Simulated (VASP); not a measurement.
Here is the system:

```yaml
crystal:
  lattice:
    - [4.15680, 0.00000, 0.00000]
    - [0.00000, 4.15680, 0.00000]
    - [0.00000, 0.00000, 2.66554]
  atoms:
    - { symbol: Si, position: [0.00000, 0.00000, 0.00000] }
    - { symbol: Si, position: [0.50000, 0.50000, 0.50000] }
    - { symbol: O, position: [0.30539, 0.30539, 0.00000] }
    - { symbol: O, position: [0.80539, 0.19461, 0.50000] }
    - { symbol: O, position: [0.19461, 0.80539, 0.50000] }
    - { symbol: O, position: [0.69461, 0.69461, 0.00000] }
```

These are LDA (Ceperley-Alder, Perdew-Zunger), VASP's LDA PAW potentials (set 64) (plane waves; VASP) values and carry that method's errors. Settings: 520 eV cut-off, 5×5×8 Γ-centred mesh, Gaussian smearing of 0.050 eV, potentials Si O.

**Question.** Estimate the energy per atom (σ→0), band gap (on the k-mesh) with the smallest direct gap where there is one.

**Answer.** 
```
Item                                         Result
-----------------------------------  --------------
band gap (on the k-mesh)                    5.76 eV
smallest direct gap (on the k-mesh)         5.76 eV
energy per atom (σ→0)                -8.662 eV/atom
```

The absolute energy has meaning only against runs of the same code, potentials and settings.

The compound is SiO2 in the rutile structure, stishovite, a high-pressure form. It was relaxed first. The start is the result of an earlier pass.
